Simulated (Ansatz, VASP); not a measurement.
**FeGe in two plane-wave programs**

Wanted: the spread between two codes on one cell, functional and k mesh.

Main program and level: Ansatz 0.2.0; plane waves, with VASP 6.6.1 beside it; relaxation of cell and atoms at r2SCAN and relaxation of cell and atoms at r2SCAN with rVV10.

The database entry behind the starting cell differs from later determinations by our own check (about 0.2 % short), so it need not match the best structure at ambient conditions.

## 1. Starting point

Symmetry: P2_13, No. 198, cubic system. Conventional cell: a = 4.689 Å, b = 4.689 Å, c = 4.689 Å, α = 90.00°, β = 90.00°, γ = 90.00°. Fe has 7 Ge at 2.38 to 2.64 Å nearest. Ge has 7 Fe at 2.38 to 2.64 Å nearest. Farther neighbours are not listed.

## 2. Ansatz: relaxation of cell and atoms, r2SCAN

Ansatz runs on its default PAW (the set named soft_2) files.

The relaxed volume is the usual yardstick between codes: its relative difference is about their pressure difference at one cell divided by the bulk modulus.

input.yaml reads:

```yaml
crystal:
  lattice:
    - [4.689, 0.0, 0.0]
    - [0.0, 4.689, 0.0]
    - [0.0, 0.0, 4.689]
  atoms:
    - { symbol: Fe, position: [0.135, 0.135, 0.135], spin: 3.0 }
    - { symbol: Fe, position: [0.365, 0.865, 0.635], spin: 3.0 }
    - { symbol: Fe, position: [0.635, 0.365, 0.865], spin: 3.0 }
    - { symbol: Fe, position: [0.865, 0.635, 0.365], spin: 3.0 }
    - { symbol: Ge, position: [0.842, 0.842, 0.842] }
    - { symbol: Ge, position: [0.658, 0.158, 0.342] }
    - { symbol: Ge, position: [0.342, 0.658, 0.158] }
    - { symbol: Ge, position: [0.158, 0.342, 0.658] }
hamiltonian:
  xc: r2scan
  pseudopotentials: { kind: paw }
magnetization:
  spin_polarized: true
kpoints:
  mp_grid: { grid: [5, 5, 5] }
scf:
  occupations: { method: fermi_dirac, width: 0.05 }
relax:
  f_tol: 0.01
  max_steps: 60
  cell: { stress_tol: 0.05 }
output:
  forces: true
  stress: true
  write_density: true
  write_potential: true
  elf: true
  volumetric_format: npy
```

Command:

```
$ ansatz run input.yaml --threads 4 --pin off --max-ram 9216MiB --backend cpu --events-out ev --progress --plain --runs-dir out
```

Numbers of over 12 decimals in the logs are rounded to 6 here.

What it wrote:

```text
Engine: ansatz 0.2.0, x86_64-unknown-linux-gnu
Pseudopotentials: kind: paw
Pseudopotential: Fe, paw, valence charge 16, recommended cutoff 500 eV (meta_gga), Fe.paw.azcp
Pseudopotential: Ge, paw, valence charge 14, recommended cutoff 500 eV (meta_gga), Ge.paw.azcp
Functional definition: r2SCAN
  parameter k0 = 0.174
  parameter k1 = 0.065
  parameter a1 = 4.9479
  exchange = r2scan_x(k0 = k0, k1 = k1, a1 = a1)
  correlation = r2scan_c
Crystal: 8 atoms, lattice volume = 103.096 Å³
Basis set: ecut = 500 eV, 2601 PW (Γ), exchange–correlation on 144×144×144 points (64 copies of the dense FFT grid, shifted against one another)
Bands: 80, of which v1, the nominal top of the filled ones, is band 60 counted from 1 (59 counted from 0)
Symmetry: 12 space group operations
Space group: P213 (ITA 198), of the structure as read, at distance tolerance 4.7e-5 Å
Magnetic group: BNS 198.9 (UNI 1511), of the structure as read, at distance tolerance 4.7e-5 Å
k-points: 11 of 125 (time reversal used)
Non-local potential: Fe, projectors of the file, l = 0: 3, l = 1: 2, l = 2: 3, l = 3: 1
Non-local potential: Ge, projectors of the file, l = 0: 2, l = 1: 2, l = 2: 3, l = 3: 1
PAW form: soft (Blöchl's): semilocal exchange-correlation on the pseudo side does not see the compensation charge
PAW frozen core: Fe, regenerated for the run's functional (the file was generated under x = pbe(κ = 0.804, μ = 0.219515), c = pbe(β = 0.066725))
PAW frozen core: Ge, regenerated for the run's functional (the file was generated under x = pbe(κ = 0.804, μ = 0.219515), c = pbe(β = 0.066725))
PAW one-centre angular grid: Fe, 590 points (default); XC on 160 Gauss nodes
PAW one-centre angular grid: Ge, 590 points (default); XC on 160 Gauss nodes
Initial density: superposition of atomic densities (chi_scale 0.1, normalization cell)
Starting moments: Σ|m| = 12 μB on 4 of 8 sites
Initial wavefunctions: pseudopotential atomic-orbital guess
Functional: x = r2scan, c = r2scan; τ floored in thin density (d = 2e-4 eV/Å³)
iter 1 solved again at ethr=1.77e-3 eV; its pass at ethr=3.10e-3 eV (dr2=2.12e0 eV) is discarded
SCF iter   1: F=—  HF=-35150.579742 eV  |F-HF|=—  |Δ(HF+E_count)|=         —  Δρ=3.69e-2 (↑2.72e-2 ↓3.69e-2)  dr2=2.36e0  dr2_τ=2.75e-2  dr2_m=1.63e-1  M=9.734 μB ∫|m|=11.526 μB  β_m=1.00  ethr=1.77e-3  ⟨swp⟩=2.6  Hψ=8833  notcnv=0
Mixer restart at iter 1: flushing history
preconditioner: auto → Kerker (q_TF=auto, 2.798 Å⁻¹)  [metal: Δε(μ)=0.038 eV  Ē_g=18.746 eV  σ=0.050 eV  W_gap=0.19  n_scr=32 (ndim 8)  ℏωp=34.3 eV  f_vac=0.000  D(μ)=5.60/eV (n_scr^D=56)]
spin=Collinear: Kerker preconditioning applied to the charge; magnetization (m = ρ↑ − ρ↓) channel mixes plain (no charge-response kernel on spin).
SCF iter   2: F=—  HF=-35150.802870 eV  |F-HF|=—  |Δ(HF+E_count)|=   2.23e-1  Δρ=1.45e-2 (↑1.22e-2 ↓1.45e-2)  dr2=5.42e-1  dr2_τ=4.74e-3  dr2_m=2.31e-2  M=9.381 μB ∫|m|=11.734 μB  β_m=1.00  ethr=1.77e-3  ⟨swp⟩=2.8  Hψ=2834  notcnv=0  defer=178  κ⁻¹=1.0e0(r=1)
SCF iter   3: F=—  HF=-35151.955016 eV  |F-HF|=—  |Δ(HF+E_count)|=    1.15e0  Δρ=1.30e-2 (↑9.89e-3 ↓1.30e-2)  dr2=5.64e-1  dr2_τ=1.75e-3  dr2_m=9.78e-3  M=9.163 μB ∫|m|=11.591 μB  β_m=1.00  ethr=4.51e-4  ⟨swp⟩=2.0  Hψ=2238  notcnv=0  defer=202  κ⁻¹=2.8e-2(r=2)
SCF iter   4: F=—  HF=-35152.679570 eV  |F-HF|=—  |Δ(HF+E_count)|=   7.25e-1  Δρ=1.19e-2 (↑8.86e-3 ↓1.19e-2)  dr2=5.16e-1  dr2_τ=1.17e-3  dr2_m=9.33e-3  M=8.990 μB ∫|m|=11.420 μB  β_m=1.00  ethr=4.51e-4  ⟨swp⟩=2.0  Hψ=1972  notcnv=0  defer=202  κ⁻¹=2.4e-3(r=3)
SCF iter   5: F=—  HF=-35154.010307 eV  |F-HF|=—  |Δ(HF+E_count)|=    1.33e0  Δρ=5.99e-3 (↑5.99e-3 ↓5.47e-3)  dr2=2.06e-1  dr2_τ=8.84e-4  dr2_m=1.86e-3  M=8.143 μB ∫|m|=10.498 μB  β_m=1.00  ethr=4.30e-4  ⟨swp⟩=3.0  Hψ=3499  notcnv=0  defer=202  κ⁻¹=2.7e-4(r=4)
SCF iter   6: F=—  HF=-35154.135831 eV  |F-HF|=—  |Δ(HF+E_count)|=         —  Δρ=1.01e-2 (↑1.01e-2 ↓5.46e-3)  dr2=3.71e-2  dr2_τ=7.39e-4  dr2_m=4.76e-2  M=7.689 μB ∫|m|=9.900 μB  β_m=1.00  ethr=1.71e-4  ⟨swp⟩=2.3  Hψ=3529  notcnv=0  defer=209
Mixer restart at iter 6: flushing history
SCF iter   7: F=—  HF=-35154.134708 eV  |F-HF|=—  |Δ(HF+E_count)|=   1.12e-3  Δρ=4.38e-3 (↑4.38e-3 ↓2.40e-3)  dr2=2.42e-2  dr2_τ=3.86e-4  dr2_m=2.40e-3  M=7.625 μB ∫|m|=9.812 μB  β_m=1.00  ethr=3.09e-5  ⟨swp⟩=2.5  Hψ=2762  notcnv=0  defer=209  κ⁻¹=1.0e0(r=1)
SCF iter   8: F=—  HF=-35154.167343 eV  |F-HF|=—  |Δ(HF+E_count)|=   3.26e-2  Δρ=2.41e-3 (↑2.41e-3 ↓2.15e-3)  dr2=1.29e-2  dr2_τ=2.08e-4  dr2_m=3.16e-5  M=7.600 μB ∫|m|=9.766 μB  β_m=1.00  ethr=2.01e-5  ⟨swp⟩=2.5  Hψ=2792  notcnv=0  defer=209  κ⁻¹=4.1e-2(r=2)
SCF iter   9: F=—  HF=-35154.203404 eV  |F-HF|=—  |Δ(HF+E_count)|=   3.61e-2  Δρ=1.02e-3 (↑6.79e-4 ↓1.02e-3)  dr2=2.19e-3  dr2_τ=3.34e-5  dr2_m=1.16e-4  M=7.586 μB ∫|m|=9.728 μB  β_m=1.00  ethr=1.07e-5  ⟨swp⟩=2.0  Hψ=3311  notcnv=0  defer=209  κ⁻¹=3.9e-3(r=3)
SCF iter  10: F=—  HF=-35154.202626 eV  |F-HF|=—  |Δ(HF+E_count)|=   7.78e-4  Δρ=4.36e-4 (↑3.85e-4 ↓4.36e-4)  dr2=3.83e-4  dr2_τ=8.14e-6  dr2_m=1.74e-5  M=7.593 μB ∫|m|=9.740 μB  β_m=1.00  ethr=1.83e-6  ⟨swp⟩=2.0  Hψ=2980  notcnv=0  defer=209  κ⁻¹=1.8e-3(r=4)
[...]
SCF 1 converged in 20 iterations: F = -35154.203510 eV  dr2 = 1.04e-8
  greatest PAW one-centre occupation: 1.005 electrons in one spin orbital (limit 2), on the Fe atom at site 2 (counted from 0), in its partial waves of l = 1
relax step   1: F+E_penalty+E_count = -35154.20350991 eV  Δ(F+E_penalty+E_count) = +0.000e0 eV  max|allowed force component| = 1.624e-1 eV/Å  Δτ_max = 0.0000 Å  P = +1.826 GPa  Ω = 103.096 Å³  (20 SCF iters, dr2 threshold 1.00e-7 eV, accepted)
[...]
relax step   2: F+E_penalty+E_count = -35154.22002580 eV  Δ(F+E_penalty+E_count) = -1.652e-2 eV  max|allowed force component| = 9.143e-2 eV/Å  Δτ_max = 0.0096 Å  P = +1.191 GPa  Ω = 103.980 Å³  energy of the carried Pulay correction = -7.420e-4 eV  (11 SCF iters, dr2 threshold 8.00e-7 eV, accepted)
[...]
relax step   3: F+E_penalty+E_count = -35154.22699652 eV  Δ(F+E_penalty+E_count) = -6.971e-3 eV  max|allowed force component| = 2.292e-3 eV/Å  Δτ_max = 0.0131 Å  P = -0.384 GPa  Ω = 105.569 Å³  energy of the carried Pulay correction = -2.059e-3 eV  (12 SCF iters, dr2 threshold 8.00e-7 eV, accepted)
[...]
relax step   4: F+E_penalty+E_count = -35154.22779325 eV  Δ(F+E_penalty+E_count) = -7.967e-4 eV  max|allowed force component| = 5.822e-4 eV/Å  Δτ_max = 0.0013 Å  P = +0.032 GPa  Ω = 105.160 Å³  energy of the carried Pulay correction = -1.722e-3 eV  (10 SCF iters, dr2 threshold 3.69e-7 eV, accepted)
[...]
relax step   5: F+E_penalty+E_count = -35154.22954750 eV  Δ(F+E_penalty+E_count) = -1.754e-3 eV  max|allowed force component| = 6.024e-4 eV/Å  Δτ_max = 0.0000 Å  P = +0.047 GPa  Ω = 105.160 Å³  stress off target by 4.66e-2 GPa  SCF on the basis re-selected at this cell (its energy is not comparable with the rows above)  (17 SCF iters)
basis re-selected at this cell: Δ(F+E_penalty+E_count) = -1.754e-3 eV, ΔP = +0.015 GPa vs the last step (what re-selecting the basis moved, of the pressure what is left beyond the Pulay correction that the steps carried, after the strain that the cell walked since its last selection, with what the two solves' SCF thresholds leave and, on support functions, any second-order correction that the steps lacked; it is no m [...]
SCF converged after 17 iterations
Stability not checked: this state was not tested for a lower state beside it, because the mixer in use, unlike msr1, does not test its closes by its own steps (another_mixer; see scf.mixing.algorithm and scf.lower_state_search)
Magnetization: 8.0250 μB (64.0125 up, 55.9875 down)
Absolute magnetization: 10.2131 μB (∫|ρ↑−ρ↓|, with the PAW one-centre terms)
Spin contamination: 0.5368 ħ² per cell (⟨S²⟩ above its minimum at these occupations)
Per-site moments (μB) at R_I (Å): [(2.245875, 0.977055), (2.245875, 0.977055), (2.245875, 0.977055), (2.245875, 0.977055), (-0.084792, 0.977055), (-0.084792, 0.977055), (-0.084792, 0.977055), (-0.084792, 0.977055)]
Free energy (F): -35154.229547 eV
Harris-Foulkes:  -35154.229547 eV  (|F-HF|=7.28e-12)
Internal energy: -35154.196474 eV  (E = F + TS)
E sigma→0 (E₀):  -35154.213011 eV
Entropy (-TS):   -0.033073 eV (-4.134 meV/atom)
Fermi energy:    16.687079 eV
--- Per-component energies (eV) ---
  E_band       = -1273.608244
  E_kinetic    = 1855.806663
  E_local      = -16559.010611  (includes V_loc(G=0)·N_el)
  E_nonlocal   = 2575.697301
  E_hartree    = 7166.262674
  E_xc         = -732.958055
  E_vxc        = -950.108368  (∫ρ·V_xc dr)
  E_paw        = -13655.061999  (= ΣΔE_a)
  E_vpaw       = -2592.722000  (= ΣTr[D̂ρ^β])
  E_aug_tail   = 0.001159  (compensation charges beyond the density's cutoff)
  E_vtau       = 64.201992  (kinetic-family band-sum trace: ∫τ·v_τ [+ j·A + Jᵃ·Aᵃ] dr)
  E_ewald      = -15799.432644
  E_core_change = -5.500963  (= ΣΔE_core)
  E_smearing   = -0.033073  (= −TS)
  E_closure    = 0.000000  (closes the sum)
  Σ components = -35154.229547   (vs F -35154.229547, Δ=0.00e0)
--- Forces (eV/Å), atoms counted from 1 ---
  atom   1  Fe     0.00020466     0.00020466     0.00020466
  atom   2  Fe    -0.00020466    -0.00020466     0.00020466
  atom   3  Fe     0.00020466    -0.00020466    -0.00020466
  atom   4  Fe    -0.00020466     0.00020466    -0.00020466
  atom   5  Ge    -0.00060239    -0.00060239    -0.00060239
  atom   6  Ge     0.00060239     0.00060239    -0.00060239
  atom   7  Ge    -0.00060239     0.00060239     0.00060239
  atom   8  Ge     0.00060239    -0.00060239     0.00060239
  max |Σ_I F_I| component: 1.72e-16 eV/Å
--- Stress (GPa, compression-positive) ---
        0.046564      -0.000000       0.000000
       -0.000000       0.046564      -0.000000
        0.000000      -0.000000       0.046564
  P = ⅓ Tr σ = 0.0466 GPa (0.466 kbar)
--- Band table (eV; the first three rows and the last of 22) ---
  k-point 0 ↑: bands = [... 56 lower, 14.2962, 14.5144, 14.5144, 14.5144, 14.9094, 14.9094, 14.9094, 17.6740, ... 16 higher]
  k-point 1 ↑: bands = [... 56 lower, 14.2462, 14.2463, 14.3657, 14.5712, 14.8441, 14.8739, 15.9990, 16.7389, ... 16 higher]
  k-point 2 ↑: bands = [... 56 lower, 14.1347, 14.1488, 14.4524, 14.5505, 14.7300, 14.8995, 16.2965, 16.5409, ... 16 higher]
  k-point 10 ↓: bands = [... 56 lower, 16.7908, 16.9160, 16.9226, 17.0216, 17.8547, 17.8559, 18.0371, 18.1043, ... 16 higher]
--- Relaxed structure (4 steps of the walk, 4 accepted, 1 SCFs on fresh bases) ---
  F+E_penalty+E_count = -35154.22954750 eV   max|allowed force component| = 6.024e-4 eV/Å   (the final SCF, on the basis selected at the relaxed cell)
  cell:  # Å, volume = 105.1596 Å³
    - [4.720083, 0, 0]
    - [0, 4.720083, 0]
    - [0, 0, 4.720083]
  atoms:
    - { symbol: Fe, position: [0.134515, 0.134515, 0.134515] }
    - { symbol: Fe, position: [0.365485, 0.865485, 0.634515] }
    - { symbol: Fe, position: [0.634515, 0.365485, 0.865485] }
    - { symbol: Fe, position: [0.865485, 0.634515, 0.365485] }
    - { symbol: Ge, position: [0.844790, 0.844790, 0.844790] }
    - { symbol: Ge, position: [0.655210, 0.155210, 0.344790] }
    - { symbol: Ge, position: [0.344790, 0.655210, 0.155210] }
    - { symbol: Ge, position: [0.155210, 0.344790, 0.655210] }
```

Run time: 55 s. Hardware: 4 threads of INTEL XEON PLATINUM 8581C at 2.10GHz (Emerald Rapids), shared host; peak memory 0.86 GiB.

[end of part 1 of 3]

[Lines on the potential files, build, host, timing and source positions are cut from VASP's logs without a mark.]

[Logs are printed without paths, hosts, clocks, repeated set-up lines and the standing remarks that a program may print on its own settings, such as how far it seeks lower states.]

[Hosts, paths, dates, database ids (printed as entryN), source tags and the programs' standing remarks are cut or masked in the printed files.]
